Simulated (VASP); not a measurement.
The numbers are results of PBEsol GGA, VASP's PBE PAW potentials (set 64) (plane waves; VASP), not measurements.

VASP ran on this input.

File KPOINTS:
```
Automatic mesh
0
gamma
  1 1 1
```

**POSCAR**
```
Y2In
5.370
  1.0000000000   0.0000000000   0.0000000000
 -0.5000000000   0.8660253259   0.0000000000
  0.0000000000   0.0000000000   1.2644320298
Y In
4 2
Direct
  0.3333330000   0.6666670000   0.7500000000
  0.6666670000   0.3333330000   0.2500000000
  0.0000000000   0.0000000000   0.0000000000
  0.0000000000   0.0000000000   0.5000000000
  0.3333330000   0.6666670000   0.2500000000
  0.6666670000   0.3333330000   0.7500000000
```

**INCAR**
```
PREC  =  Accurate
EDIFF  =  1E-6   ! SCF stop (eV)
SYSTEM  =  Y2In
ISIF  =  2   ! forces and stress, cell fixed
ENCUT  =  300   ! plane-wave cut-off (eV)
GGA  =  PS   ! PBEsol
LREAL  =  F
ALGO  =  Normal
LWAVE  =  F
SIGMA  =  0.2   ! width (eV)
NELM  =  100
LASPH  =  T   ! aspherical one-centre terms
LMAXMIX  =  4   ! l cut-off of mixed one-centre charges
LCHARG  =  F
ISMEAR  =  0
```

POTCAR, in this order: Y_sv In_d (PBE.64 set). Program: vasp_std.

The resulting files:

OSZICAR:
```
       N       E                     dE             d eps       ncg     rms          rms(c)
DAV:   1     0.496699373992E+03    0.49670E+03   -0.25629E+04    84   0.125E+03
DAV:   2     0.148200110807E+02   -0.48188E+03   -0.47356E+03    86   0.379E+02
DAV:   3    -0.322135774835E+02   -0.47034E+02   -0.45916E+02   118   0.118E+02
DAV:   4    -0.371234869344E+02   -0.49099E+01   -0.48882E+01   144   0.292E+01
DAV:   5    -0.372742815960E+02   -0.15079E+00   -0.15059E+00   120   0.463E+00    0.369E+01
DAV:   6    -0.359756188903E+02    0.12987E+01   -0.20113E+00   112   0.710E+00    0.228E+01
DAV:   7    -0.356599533007E+02    0.31567E+00   -0.24658E+00   104   0.770E+00    0.420E+00
DAV:   8    -0.356414562462E+02    0.18497E-01   -0.62315E-01   126   0.344E+00    0.201E+00
DAV:   9    -0.356406972497E+02    0.75900E-03   -0.16018E-02   120   0.596E-01    0.102E+00
DAV:  10    -0.356384827142E+02    0.22145E-02   -0.43478E-03   128   0.280E-01    0.659E-01
DAV:  11    -0.356381186336E+02    0.36408E-03   -0.13553E-03   112   0.185E-01    0.104E-01
DAV:  12    -0.356381297449E+02   -0.11111E-04   -0.18628E-04   128   0.628E-02    0.106E-01
DAV:  13    -0.356381285960E+02    0.11489E-05   -0.14953E-05   128   0.177E-02    0.496E-02
DAV:  14    -0.356381294866E+02   -0.89060E-06   -0.44539E-06   104   0.809E-03
   1 F= -.35638129E+02 E0= -.35504059E+02  d E =-.268141E+00
```

OUTCAR:
```
------------------------ aborting loop because EDIFF is reached ----------------------------------------
  FORCE on cell =-STRESS in cart. coord.  units (eV):
  Direction    XX          YY          ZZ          XY          YZ          ZX
  --------------------------------------------------------------------------------------
  Total      -13.4712806    -13.4712782     -5.6196468      0.0000000      0.0000000      0.0000000
  in kB     -127.2830361   -127.2830132    -53.0970835      0.0000000      0.0000000      0.0000000
  external PRESSURE =    -102.5543776 kB  Pullay stress =       0.0000000 kB
  volume of cell :      169.57
      direct lattice vectors                 reciprocal lattice vectors
     5.370000000  0.000000000  0.000000000     0.186219739  0.107514026  0.000000000
    -2.685000000  4.650556000  0.000000000     0.000000000  0.215028053  0.000000000
     0.000000000  0.000000000  6.790000000     0.000000000  0.000000000  0.147275405
 POSITION                                       TOTAL-FORCE (eV/Angst)
 -----------------------------------------------------------------------------------
     -0.00000      3.10037      5.09250         0.000000      0.000000      0.000000
      2.68500      1.55018      1.69750        -0.000000      0.000000      0.000000
      0.00000      0.00000      0.00000        -0.000000      0.000000      0.000000
      0.00000      0.00000      3.39500        -0.000000      0.000000      0.000000
     -0.00000      3.10037      1.69750         0.000000      0.000000      0.000000
      2.68500      1.55018      5.09250         0.000000     -0.000000      0.000000
 -----------------------------------------------------------------------------------
    total drift:                                0.001574     -0.000909      0.000812
  FREE ENERGIE OF THE ION-ELECTRON SYSTEM (eV)
  ---------------------------------------------------
  free  energy   TOTEN  =       -35.6381294866 eV

  energy  without entropy=      -35.3699887528  energy(sigma->0) =      -35.50405912
```
(Selected blocks of OUTCAR.)

At this cut-off the stress carries a Pulay error, which pulls relaxed volumes low.

The structure comes from a measured Y2In entry of the Crystallography Open Database, whose conditions weren't checked. The cell was not relaxed at this level. The k-mesh is coarse (spacing up to 1.35 per Å, 2π included), so the numbers may not be converged in it. The run is one of a series of settings (KPOINTS 1×1×1 Γ-centred mesh against the base run), some of them coarse on purpose.
